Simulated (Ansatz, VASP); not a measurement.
# Ca (fcc): VASP beside Ansatz

One calculation is typed for both programs; each brings its own data sets. How far apart do they land? The cell is taken from a series of runs on this material, whose earlier steps may have relaxed, scaled, displaced or heated it; both programs get it as it stands.

Program: Ansatz 0.2.0. Level of theory: plane waves, with VASP 6.6.1 beside it; relaxation of cell and atoms at r2SCAN. Results are calculated unless marked as measured.

## (1) The starting structure

Symmetry: Fm-3m, No. 225, cubic system. Conventional cell: a = 5.588 Å, b = 5.588 Å, c = 5.588 Å, α = 90.00°, β = 90.00°, γ = 90.00°. Ca has 12 Ca at 3.95 Å nearest.

Structure file:

```cif
data_structure
_symmetry_space_group_name_H-M 'Fm-3m'
_symmetry_Int_Tables_number 225
_cell_length_a 5.5884
_cell_length_b 5.5884
_cell_length_c 5.5884
_cell_angle_alpha 90.000
_cell_angle_beta 90.000
_cell_angle_gamma 90.000
_cell_volume 174.53
loop_
_atom_site_label
_atom_site_type_symbol
_atom_site_symmetry_multiplicity
_atom_site_Wyckoff_symbol
_atom_site_fract_x
_atom_site_fract_y
_atom_site_fract_z
_atom_site_occupancy
Ca1 Ca 4 a 0.00000 0.00000 0.00000 1
```

## (2) Ansatz: relaxation of cell and atoms, r2SCAN

Ansatz runs on its default PAW (the set named soft_2) files.

The relaxed volume is the usual yardstick between codes: in a stiff, nearly cubic crystal its relative difference is about their pressure difference at one cell divided by the bulk modulus.

File input.yaml:

```yaml
crystal:
  lattice:
    - [0.0, 2.7942, 2.7942]
    - [2.7942, 0.0, 2.7942]
    - [2.7942, 2.7942, 0.0]
  atoms:
    - { symbol: Ca, position: [0.0, 0.0, 0.0] }
basis:
  ecutwfc: 500
  xc_grid: 2
hamiltonian:
  xc: r2scan
kpoints:
  mp_grid: { grid: [12, 12, 12] }
scf:
  occupations: { method: fermi_dirac, width: 0.05 }
  max_iter: 150
output:
  forces: true
  stress: true
relax:
  f_tol: 0.01
  max_steps: 60
  cell: {}
checkpoint:
  write: "../Ca.r2scan.run"
  compress: false
  write_wavefunctions: false
  write_every: 100000
```

Launch:

```sh
> ansatz run input.yaml --threads 8 --pin off --max-ram 13189MiB --backend cpu --events-out ev --progress --plain --runs-dir out
```

Numbers of over 12 decimals in the logs are rounded to 6 here.

What it wrote:

```text
Engine: ansatz 0.2.0, aarch64-unknown-linux-gnu
Pseudopotentials: kind: paw
Pseudopotential: Ca, paw, valence charge 10, recommended cutoff 500 eV (meta_gga), Ca.paw.azcp
Functional definition: r2SCAN
  parameter k0 = 0.174
  parameter k1 = 0.065
  parameter a1 = 4.9479
  exchange = r2scan_x(k0 = k0, k1 = k1, a1 = a1)
  correlation = r2scan_c
Crystal: 1 atoms, lattice volume = 43.632 Å³
Basis set: ecut = 500 eV, 1067 PW (Γ), exchange–correlation on 60×60×60 points (8 copies of the dense FFT grid, shifted against one another)
Bands: 9, of which v1, the nominal top of the filled ones, is band 5 counted from 1 (4 counted from 0)
Symmetry: 48 space group operations
Space group: Fm-3m (ITA 225), of the structure as read, at distance tolerance 3.5e-5 Å
k-points: 72 of 1728
Non-local potential: Ca, projectors of the file, l = 0: 3, l = 1: 2, l = 2: 2
PAW form: soft (Blöchl's): semilocal exchange-correlation on the pseudo side does not see the compensation charge
PAW frozen core: Ca, regenerated for the run's functional (the file was generated under x = pbe(κ = 0.804, μ = 0.219515), c = pbe(β = 0.066725))
PAW one-centre angular grid: Ca, 302 points (default); XC on 160 Gauss nodes
Initial density: superposition of atomic densities (neutral atoms: chi_scale 0, normalization atom), corrected by the library's trained network
Initial wavefunctions: pseudopotential atomic-orbital guess
Functional: x = r2scan, c = r2scan; τ floored in thin density (d = 2e-4 eV/Å³)
SCF iter   1: F=—  HF=-1821.661359 eV  |F-HF|=—  |Δ(HF+E_count)|=         —  Δρ=4.43e-3  dr2=9.04e-3  dr2_τ=1.07e-3  ethr=1.77e-3  ⟨swp⟩=5.8  Hψ=5310  notcnv=0
preconditioner: auto → none  [metal: Δε(μ)=0.070 eV  Ē_g=3.941 eV  σ=0.050 eV  W_gap=0.33  n_scr=8 (ndim 8)  ℏωp=8.0 eV  f_vac=0.000  D(μ)=1.29/eV (n_scr^D=14)  sad-step TF]
SCF iter   2: F=—  HF=-1821.677715 eV  |F-HF|=—  |Δ(HF+E_count)|=   1.64e-2  Δρ=2.36e-3  dr2=3.25e-3  dr2_τ=6.25e-5  ethr=9.04e-5  ⟨swp⟩=3.0  Hψ=1795  notcnv=0
SCF iter   3: F=—  HF=-1821.677333 eV  |F-HF|=—  |Δ(HF+E_count)|=   3.82e-4  Δρ=2.64e-4  dr2=4.09e-5  dr2_τ=8.49e-6  ethr=3.25e-5  ⟨swp⟩=2.4  Hψ=1213  notcnv=0
SCF iter   4: F=—  HF=-1821.677371 eV  |F-HF|=—  |Δ(HF+E_count)|=   3.71e-5  Δρ=6.51e-5  dr2=2.17e-6  dr2_τ=2.28e-7  ethr=4.09e-7  ⟨swp⟩=2.0  Hψ=958  notcnv=0
SCF iter   5: F=—  HF=-1821.677370 eV  |F-HF|=—  |Δ(HF+E_count)|=   7.17e-7  Δρ=2.38e-5  dr2=1.99e-7  dr2_τ=2.36e-8  ethr=2.17e-8  ⟨swp⟩=2.9  Hψ=936  notcnv=0
SCF iter   6: F=-1821.677370 eV  HF=-1821.677370 eV  |F-HF|=1.66e-10  |Δ(HF+E_count)|=   6.00e-8  Δρ=2.18e-6  dr2=2.25e-9  dr2_τ=1.26e-10  ethr=1.00e-9  ⟨swp⟩=4.0  Hψ=1751  notcnv=0
SCF 1 converged in 6 iterations: F = -1821.677370 eV  dr2 = 2.25e-9
  greatest PAW one-centre occupation: 0.995 electrons in one spin orbital (limit 2), on the Ca atom at site 0 (counted from 0), in its partial waves of l = 0
relax step   1: F+E_penalty+E_count = -1821.67736989 eV  Δ(F+E_penalty+E_count) = +0.000e0 eV  max|allowed force component| = 0.000e0 eV/Å  Δτ_max = 0.0000 Å  P = -0.195 GPa  Ω = 43.632 Å³  (6 SCF iters, dr2 threshold 1.00e-7 eV, accepted)
[...]
relax step   2: F+E_penalty+E_count = -1821.67759284 eV  Δ(F+E_penalty+E_count) = -2.229e-4 eV  max|allowed force component| = 0.000e0 eV/Å  Δτ_max = 0.0000 Å  P = -0.107 GPa  Ω = 43.413 Å³  energy of the carried Pulay correction = +1.729e-5 eV  (3 SCF iters, dr2 threshold 9.48e-8 eV, accepted)
[...]
relax step   3: F+E_penalty+E_count = -1821.67770046 eV  Δ(F+E_penalty+E_count) = -1.076e-4 eV  max|allowed force component| = 0.000e0 eV/Å  Δτ_max = 0.0000 Å  P = +0.001 GPa  Ω = 43.153 Å³  energy of the carried Pulay correction = +3.806e-5 eV  (4 SCF iters, dr2 threshold 2.84e-8 eV, accepted)
[...]
relax step   4: F+E_penalty+E_count = -1821.67766103 eV  Δ(F+E_penalty+E_count) = +3.943e-5 eV  max|allowed force component| = 0.000e0 eV/Å  Δτ_max = 0.0000 Å  P = +0.000 GPa  Ω = 43.153 Å³  stress off target by 1.88e-4 GPa  SCF on the basis re-selected at this cell (its energy is not comparable with the rows above)  (4 SCF iters)
basis re-selected at this cell: Δ(F+E_penalty+E_count) = +3.943e-5 eV, ΔP = -0.000 GPa vs the last step (what re-selecting the basis moved, of the pressure what is left beyond the Pulay correction that the steps carried, after the strain that the cell walked since its last selection, with what the two solves' SCF thresholds leave and, on support functions, any second-order correction that the steps lacked; it is no measure of the basis error at this ecutwfc). This SCF's stress stands 1.88e-4 GPa from its target on what of the cell is left free (relax.cell.stress_tol is 5.00e-2 GPa) and its largest allowed force component is 0.00e0 eV/Å (relax.f_tol is 1.00e-2 eV/Å): [rest of the remark cut]
SCF converged after 4 iterations
Free energy (F): -1821.677661 eV
Harris-Foulkes:  -1821.677661 eV  (|F-HF|=9.09e-13)
Internal energy: -1821.666981 eV  (E = F + TS)
E sigma→0 (E₀):  -1821.672321 eV
Entropy (-TS):   -0.010680 eV (-10.680 meV/atom)
Fermi energy:    4.817436 eV
--- Per-component energies (eV) ---
  E_band       = -185.869681
  E_kinetic    = 274.880709
  E_local      = -853.064702  (includes V_loc(G=0)·N_el)
  E_nonlocal   = 63.129141
  E_hartree    = 284.936996
  E_xc         = -134.792141
  E_vxc        = -191.118712  (∫ρ·V_xc dr)
  E_paw        = -863.667511  (= ΣΔE_a)
  E_vpaw       = -61.144828  (= ΣTr[D̂ρ^β])
  E_aug_tail   = -0.000004  (compensation charges beyond the density's cutoff)
  E_vtau       = 11.574689  (kinetic-family band-sum trace: ∫τ·v_τ [+ j·A + Jᵃ·Aᵃ] dr)
  E_ewald      = -592.868802
  E_core_change = -0.220665  (= ΣΔE_core)
  E_smearing   = -0.010680  (= −TS)
  E_closure    = 0.000000  (closes the sum)
  Σ components = -1821.677661   (vs F -1821.677661, Δ=0.00e0)
--- Forces (eV/Å), atoms counted from 1 ---
  atom   1  Ca     0.00000000     0.00000000     0.00000000
  max |Σ_I F_I| component: 5.34e-32 eV/Å
--- Stress (GPa, compression-positive) ---
        0.000188       0.000000       0.000000
        0.000000       0.000188      -0.000000
        0.000000       0.000000       0.000188
  P = ⅓ Tr σ = 0.0002 GPa (0.002 kbar)
--- Relaxed structure (3 steps of the walk, 3 accepted, 1 SCFs on fresh bases) ---
  F+E_penalty+E_count = -1821.67766103 eV   max|allowed force component| = 0.000e0 eV/Å   (the final SCF, on the basis selected at the relaxed cell)
  cell:  # Å, volume = 43.1527 Å³
    - [0, 2.783938, 2.783938]
    - [2.783938, 0, 2.783938]
    - [2.783938, 2.783938, 0]
  atoms:
    - { symbol: Ca, position: [0.0, 0.0, 0.0] }
```

## (3) VASP: relaxation of cell and atoms, r2SCAN

The same cell, functional, mesh and smearing now go to VASP, with its own data sets.

Lines of VASP's logs that name or quote its potential files are left out, and so is its time.

File INCAR:

```
SYSTEM = Ca
PREC = Accurate
ENCUT = 550
EDIFF = 1E-07
NELM = 120
ISMEAR = -1
SIGMA = 0.05
LREAL = .FALSE.
ALGO = Normal
METAGGA = R2SCAN
LASPH = .TRUE.
NBANDS = 11
LORBIT = 11
LWAVE = .FALSE.
LCHARG = .FALSE.
ISIF = 3
IBRION = 2
NSW = 80
EDIFFG = -0.005
GGA_COMPAT = .FALSE.
NELMIN = 4
LMIXTAU = .TRUE.
```

File POSCAR:

```
Ca
1.0
    0.0000000000      2.7942000000      2.7942000000
    2.7942000000      0.0000000000      2.7942000000
    2.7942000000      2.7942000000      0.0000000000
Ca
1
Direct
    0.0000000000      0.0000000000      0.0000000000
```

File KPOINTS:

```
Automatic mesh
0
Gamma
12 12 12
0 0 0
```

Potentials, in the order of the species: Ca_sv (PBE family, release 64).

Launch:

```sh
> mpirun -np 1 vasp_std
```

What it wrote:

```text
[banner, memory and clock lines left out]
running    1 mpi-ranks, on    1 nodes
 distrk:  each k-point on    1 cores,    1 groups
 distr:  one band on    1 cores,    1 groups

 POSCAR found type information on POSCAR Ca
 POSCAR found :  1 types and       1 ions
|                                                                             |
|               ----> ADVICE to this user running VASP <----                  |
|                                                                             |
|     You enforced a specific xc type in the INCAR file but a different       |
|     [... a line on the potential file left out ...]
|     I HOPE YOU KNOW WHAT YOU ARE DOING!                                     |
|                                                                             |

 LDA part: xc-table for (None), standard interpolation
 POSCAR, INCAR and KPOINTS ok, starting setup
 FFT: planning ... GRIDC
 FFT: planning ... GRID_SOFT
 FFT: planning ... GRID
 WAVECAR not read
 entering main loop
       N       E                     dE             d eps       ncg     rms          rms(c)
DAV:   1     0.638969910071E+02    0.63897E+02   -0.53460E+03  1584   0.886E+02
DAV:   2    -0.709241511924E+01   -0.70989E+02   -0.70266E+02  1737   0.220E+02
DAV:   3    -0.912011834376E+01   -0.20277E+01   -0.19837E+01  2461   0.339E+01
DAV:   4    -0.919983876912E+01   -0.79720E-01   -0.79037E-01  2016   0.560E+00
DAV:   5    -0.920211591953E+01   -0.22772E-02   -0.22753E-02  2270   0.719E-01    0.635E-01
DAV:   6    -0.687523971411E+01    0.23269E+01   -0.31240E+00  2439   0.132E+01    0.232E+00
DAV:   7    -0.714240608081E+01   -0.26717E+00   -0.57230E-02  1949   0.271E+00    0.260E+00
DAV:   8    -0.685923120342E+01    0.28317E+00   -0.14131E-01  2041   0.449E+00    0.147E+00
DAV:   9    -0.656869294562E+01    0.29054E+00   -0.52393E-02  1868   0.263E+00    0.880E-01
DAV:  10    -0.700698909224E+01   -0.43830E+00   -0.37707E-01  1601   0.469E+00    0.671E-01
DAV:  11    -0.702619977287E+01   -0.19211E-01   -0.15839E-02  1819   0.123E+00    0.595E-01
DAV:  12    -0.701505246744E+01    0.11147E-01   -0.20367E-03  1788   0.514E-01    0.639E-01
DAV:  13    -0.702951702195E+01   -0.14465E-01   -0.19161E-02  1596   0.190E+00    0.540E-01
DAV:  14    -0.703833343229E+01   -0.88164E-02   -0.28829E-03  1620   0.499E-01    0.707E-01
[...]
DAV:  20    -0.703617888972E+01    0.13889E-03   -0.45770E-04  1767   0.260E-01    0.243E-02
DAV:  21    -0.703621548607E+01   -0.36596E-04   -0.76105E-05  1770   0.894E-02    0.233E-02
DAV:  22    -0.703620423189E+01    0.11254E-04   -0.45440E-05  1596   0.880E-02    0.292E-02
DAV:  23    -0.703621714500E+01   -0.12913E-04   -0.57656E-05  1584   0.929E-02    0.139E-02
DAV:  24    -0.703619939488E+01    0.17750E-04   -0.98838E-06  2086   0.327E-02    0.533E-03
DAV:  25    -0.703620159251E+01   -0.21976E-05   -0.32114E-06  1644   0.192E-02    0.495E-03
DAV:  26    -0.703619728292E+01    0.43096E-05   -0.13135E-06  1641   0.127E-02    0.174E-03
DAV:  27    -0.703619729012E+01   -0.72084E-08   -0.57189E-07  1695   0.662E-03
   1 F= -.70361973E+01 E0= -.70308656E+01  d E =-.703620E+01
 curvature:   0.00 expect dE= 0.000E+00 dE for cont linesearch  0.000E+00
 trial: gam= 0.00000 g(F)=  0.103E-61 g(S)=  0.198E-03 ort = 0.000E+00 (trialstep = 0.100E+01)
 search vector abs. value=  0.198E-03
 bond charge predicted
       N       E                     dE             d eps       ncg     rms          rms(c)
DAV:   1    -0.703828539534E+01   -0.20881E-02   -0.60348E-02  1640   0.263E+00    0.252E-01
DAV:   2    -0.703673038637E+01    0.15550E-02   -0.53748E-03  1912   0.747E-01    0.153E-01
DAV:   3    -0.703641720843E+01    0.31318E-03   -0.39652E-03  2232   0.464E-01    0.730E-02
DAV:   4    -0.703631339951E+01    0.10381E-03   -0.44306E-04  2105   0.153E-01    0.231E-02
DAV:   5    -0.703629854192E+01    0.14858E-04   -0.44126E-05  1812   0.435E-02    0.159E-02
DAV:   6    -0.703633803671E+01   -0.39495E-04   -0.30698E-05  2638   0.310E-02    0.986E-03
DAV:   7    -0.703633445240E+01    0.35843E-05   -0.71561E-06  2464   0.157E-02    0.433E-03
DAV:   8    -0.703633306586E+01    0.13865E-05   -0.31538E-07  1747   0.492E-03    0.316E-03
DAV:   9    -0.703633194884E+01    0.11170E-05   -0.56626E-07  1896   0.337E-03    0.379E-04
DAV:  10    -0.703633149042E+01    0.45842E-06   -0.19841E-07  1981   0.318E-03    0.927E-04
DAV:  11    -0.703633123642E+01    0.25400E-06   -0.56825E-08   960   0.253E-03    0.147E-04
DAV:  12    -0.703633105764E+01    0.17878E-06   -0.17717E-08   870   0.124E-03    0.210E-04
DAV:  13    -0.703633103382E+01    0.23815E-07   -0.74078E-09   801   0.722E-04
   2 F= -.70363310E+01 E0= -.70309899E+01  d E =-.133744E-03
 trial-energy change:   -0.000134  1 .order   -0.000130   -0.000198   -0.000062
 step:   1.3764(harm=  1.4581)  dis= 0.00000  next Energy=    -7.036343 (dE=-0.146E-03)
 bond charge predicted
       N       E                     dE             d eps       ncg     rms          rms(c)
DAV:   1    -0.703662230178E+01   -0.29124E-03   -0.85789E-03  1646   0.991E-01    0.951E-02
DAV:   2    -0.703639759450E+01    0.22471E-03   -0.76431E-04  1915   0.282E-01    0.578E-02
DAV:   3    -0.703635254467E+01    0.45050E-04   -0.56600E-04  2235   0.175E-01    0.276E-02
DAV:   4    -0.703633807567E+01    0.14469E-04   -0.63717E-05  2097   0.579E-02    0.885E-03
DAV:   5    -0.703633728048E+01    0.79519E-06   -0.63882E-06  1805   0.168E-02    0.604E-03
DAV:   6    -0.703634460090E+01   -0.73204E-05   -0.43679E-06  2653   0.117E-02    0.366E-03
DAV:   7    -0.703634557296E+01   -0.97206E-06   -0.93792E-07  2498   0.584E-03    0.161E-03
DAV:   8    -0.703634535088E+01    0.22208E-06   -0.30828E-08  1093   0.155E-03    0.124E-03
DAV:   9    -0.703634527656E+01    0.74319E-07   -0.76515E-08   989   0.145E-03
   3 F= -.70363453E+01 E0= -.70310003E+01  d E =-.147986E-03
 curvature:  -0.71 expect dE=-0.385E-06 dE for cont linesearch -0.385E-06
 trial: gam=-0.04971 g(F)=  0.209E-63 g(S)=  0.545E-06 ort = 0.104E-04 (trialstep = 0.108E+01)
 search vector abs. value=  0.160E-08
 reached required accuracy - stopping structural energy minimisation
```

Parts of OUTCAR (step 3):

```text
ion  position               nearest neighbor table
   1  0.000  0.000  0.000-

  LATTYP: Found a face centered cubic cell.
 ALAT       =     5.5884000000

 Subroutine GETGRP returns: Found 48 space group operations
 (whereof 48 operations were pure point group operations)

The static configuration has the point symmetry O_h .

 Found     72 irreducible k-points:

   k-points           NKPTS =     72   k-points in BZ     NKDIM =     72   number of bands    NBANDS=     11

   dimension x,y,z NGX =    30 NGY =   30 NGZ =   30
   dimension x,y,z NGXF=    60 NGYF=   60 NGZF=   60

   ENCUT  =  550.0 eV  40.42 Ry    6.36 a.u.   7.56  7.56  7.56*2*pi/ulx,y,z

   NELECT =      10.0000    total number of electrons

 k-points in reciprocal lattice and weights: Automatic mesh
   0.00000000  0.00000000  0.00000000       0.001
   0.08333333  0.00000000  0.00000000       0.005
   0.16666667  0.00000000  0.00000000       0.005
   0.25000000  0.00000000  0.00000000       0.005
   0.33333333  0.00000000  0.00000000       0.005
   0.41666667  0.00000000  0.00000000       0.005
   0.50000000  0.00000000  0.00000000       0.002
   0.08333333  0.08333333  0.00000000       0.003
   0.16666667  0.08333333  0.00000000       0.014
[...]
-0.33333333  0.50000000  0.16666667       0.007
  -0.25000000  0.50000000  0.25000000       0.003

 average (electrostatic) potential at core
       1 -52.9867

 E-fermi :   1.8970

 k-point     1 :       0.0000    0.0000    0.0000
  band No.  band energies     occupation
      1     -41.9431      2.00000
      2     -21.9744      2.00000
      3     -21.9744      2.00000
      4     -21.9744      2.00000
      5      -2.3465      2.00000
      6       4.5670      0.00000
      7       4.5670      0.00000
      8       4.5670      0.00000
      9       5.6654      0.00000
     10       5.6654      0.00000
    ...

 k-point     2 :       0.0833    0.0000    0.0000
  band No.  band energies     occupation
      1     -41.9423      2.00000
      2     -21.9835      2.00000
      3     -21.9756      2.00000
      4     -21.9756      2.00000
      5      -2.2234      2.00000
      6       4.4235      0.00000
      7       4.6126      0.00000
      8       4.6126      0.00000
      9       5.6239      0.00000
     10       5.6239      0.00000
    ...

 k-point     3 :       0.1667    0.0000    0.0000
  band No.  band energies     occupation
      1     -41.9399      2.00000
      2     -22.0083      2.00000
      3     -21.9790      2.00000
      4     -21.9790      2.00000
      5      -1.8618      2.00000
      6       4.0456      0.00000
      7       4.7006      0.00000
      8       4.7006      0.00000
      9       5.5688      0.00000
     10       5.5688      0.00000
    ...

  Total       -0.0019411     -0.0019411     -0.0019411      0.0000000      0.0000000      0.0000000
  in kB       -0.0718070     -0.0718070     -0.0718070      0.0000000      0.0000000      0.0000000
  external PRESSURE =      -0.0718070 kB  Pullay stress =       0.0000000 kB

  energy-cutoff  :      550.00
  volume of cell :       43.31
      direct lattice vectors                 reciprocal lattice vectors
    -0.000000000  2.787335763  2.787335763    -0.179382766  0.179382766  0.179382766
     2.787335763  0.000000000  2.787335763     0.179382766 -0.179382766  0.179382766
     2.787335763  2.787335763  0.000000000     0.179382766  0.179382766 -0.179382766

 POSITION                                       TOTAL-FORCE (eV/Angst)
 -----------------------------------------------------------------------------------
      0.00000      0.00000      0.00000        -0.000000      0.000000      0.000000
 -----------------------------------------------------------------------------------
    total drift:                               -0.000000     -0.000000     -0.000000

  FREE ENERGIE OF THE ION-ELECTRON SYSTEM (eV)
  ---------------------------------------------------
  free  energy   TOTEN  =        -7.0363452766 eV

  energy  without entropy=       -7.0256552546  energy(sigma->0) =       -7.03100027

 reached required accuracy - stopping structural energy minimisation

 total charge
# of ion       s       p       d       tot
------------------------------------------
    1        2.072   5.840   0.137   8.050

[... 3 further parts left out ...]
```

CONTCAR:

```
Ca
   1.00000000000000
    -0.0000000000000000    2.7873357628594726    2.7873357628594726
     2.7873357628594726    0.0000000000000000    2.7873357628594726
     2.7873357628594726    2.7873357628594726    0.0000000000000000
  Ca
     1
Direct
     0.0000000000000000    0.0000000000000000    0.0000000000000000
```

The run keeps the 48 symmetry operations of its start, so it cannot find a distortion of lower symmetry.

## (4) Differences

Known differences besides the potentials themselves: VASP keeps PBE cores, Ansatz makes them for the functional; the cutoff is 500 eV in Ansatz and 550 eV in VASP; Ansatz adds a Pulay correction to the stress that steers its cell, VASP none; in our runs with r2SCAN, forces from VASP's data set Ca_sv part from Ansatz's all-electron ones, so neither program is the reference here. Total energies have different zeros and are not compared.

Both answers:

```
                                         quantity  Ansatz   VASP  difference
                                      volume (Å³)   43.15  43.31     -0.37 %
edge a after relaxation, in the typed setting (Å)   3.937  3.942     -0.12 %
```

## (5) Summary of results

```json
{
  "difference in volume (relaxation of cell and atoms, r2SCAN)": "-0.37 %"
}
```

In words: The difference in volume is -0.37 % (relaxation of cell and atoms, r2SCAN), within the 1.2 % picked in this series as the mark of a large difference, as far as the stopping tolerances let one tell. How closely two codes agree says nothing of how well the functional describes the real material.

[Lines on the potential files, build, host, timing and source positions are cut from VASP's logs without a mark.]

[Logs are printed without paths, hosts, clocks, repeated set-up lines and the standing remarks that a program may print on its own settings, such as how far it seeks lower states.]

[Hosts, paths, dates, database ids (printed as entryN), source tags and the programs' standing remarks are cut or masked in the printed files.]
